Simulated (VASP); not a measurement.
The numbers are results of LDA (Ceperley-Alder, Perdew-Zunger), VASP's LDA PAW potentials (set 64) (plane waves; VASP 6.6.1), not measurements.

VASP input:

### KPOINTS
```
kpoints
0
G
  13 13 13
0 0 0
```

### INCAR
```
! general
SYSTEM  = Pb
PREC    = Accurate
ENCUT   = 500
LREAL   = .FALSE.
LASPH   = .TRUE.

! electronic loop
EDIFF   = 1E-6
NELM    = 100
ALGO    = Normal
LMAXMIX = 4

! smearing
ISMEAR  = 1
SIGMA   = 0.1

! ions
IBRION  = 2
NSW     = 40
ISIF    = 3
EDIFFG  = -0.02

! output
LWAVE   = .FALSE.
LCHARG  = .FALSE.
```

### POSCAR
```
Pb
1
   -0.0000000000     2.4390734076     2.4390734076
    2.4390734076     0.0000000000     2.4390734076
    2.4390734076     2.4390734076    -0.0000000000
Pb
1
Direct
  1.0000000000   1.0000000000   1.0000000000
```

POTCAR, in this order: Pb_d (LDA.64 set). Program: vasp_std.

Output

**OSZICAR**
```
       N       E                     dE             d eps       ncg     rms          rms(c)
DAV:   1     0.100248626094E+03    0.10025E+03   -0.73156E+03  1873   0.147E+03
DAV:   2     0.253439309249E+00   -0.99995E+02   -0.97788E+02  1902   0.319E+02
DAV:   3    -0.416059343145E+01   -0.44140E+01   -0.43808E+01  2242   0.795E+01
DAV:   4    -0.426349915402E+01   -0.10291E+00   -0.10287E+00  2248   0.131E+01
DAV:   5    -0.426807335403E+01   -0.45742E-02   -0.45741E-02  2264   0.254E+00    0.592E-01
DAV:   6    -0.425525376492E+01    0.12820E-01   -0.18713E-02  2258   0.264E+00    0.282E-01
DAV:   7    -0.425170267974E+01    0.35511E-02   -0.74575E-03  2184   0.158E+00    0.833E-02
DAV:   8    -0.425141836401E+01    0.28432E-03   -0.35224E-04  2524   0.395E-01    0.985E-03
DAV:   9    -0.425141593415E+01    0.24299E-05   -0.10389E-05  2233   0.651E-02    0.391E-03
DAV:  10    -0.425141604138E+01   -0.10723E-06   -0.28298E-07  1203   0.629E-03
   1 F= -.42514160E+01 E0= -.42514337E+01  d E =-.425142E+01
```

### OUTCAR
```
------------------------ aborting loop because EDIFF is reached ----------------------------------------
  FORCE on cell =-STRESS in cart. coord.  units (eV):
  Direction    XX          YY          ZZ          XY          YZ          ZX
  --------------------------------------------------------------------------------------
  Total        0.0165041      0.0165041      0.0165041      0.0000000     -0.0000000      0.0000000
  in kB        0.9111655      0.9111655      0.9111655      0.0000000     -0.0000000      0.0000000
  external PRESSURE =       0.9111655 kB  Pullay stress =       0.0000000 kB
  volume of cell :       29.02
      direct lattice vectors                 reciprocal lattice vectors
     0.000000000  2.439073408  2.439073408    -0.204995880  0.204995880  0.204995880
     2.439073408  0.000000000  2.439073408     0.204995880 -0.204995880  0.204995880
     2.439073408  2.439073408  0.000000000     0.204995880  0.204995880 -0.204995880
 POSITION                                       TOTAL-FORCE (eV/Angst)
 -----------------------------------------------------------------------------------
      0.00000      0.00000      0.00000         0.000000      0.000000      0.000000
 -----------------------------------------------------------------------------------
    total drift:                               -0.000000      0.000000     -0.000000
  FREE ENERGIE OF THE ION-ELECTRON SYSTEM (eV)
  ---------------------------------------------------
  free  energy   TOTEN  =        -4.2514160414 eV

  energy  without entropy=       -4.2514689658  energy(sigma->0) =       -4.25143368

 reached required accuracy - stopping structural energy minimisation
```
(Selected blocks of OUTCAR.)

The compound is Pb in the fcc structure. It was relaxed first.
